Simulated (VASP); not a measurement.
Given:

```
BN
1.0
    0.00000     1.80919     1.80919
    1.80919     0.00000     1.80919
    1.80919     1.80919     0.00000
B N
1 1
Cartesian
  0.00000   0.00000   0.00000
  0.90459   0.90459   0.90459
```

The numbers are results of rev-vdW-DF2, VASP's PBE PAW potentials (set 64) (plane waves; VASP), not measurements. Run with 520 eV cut-off, Gaussian smearing of 0.050 eV, potentials B N.

Estimate the band gap (along the path) with the smallest direct gap where there is one.

| Quantity | Value |
|---|---|
| band gap (along the path) | 4.51 eV |
| smallest direct gap (along the path) | 8.84 eV |

The compound is BN in the zinc blende structure. It was relaxed first.
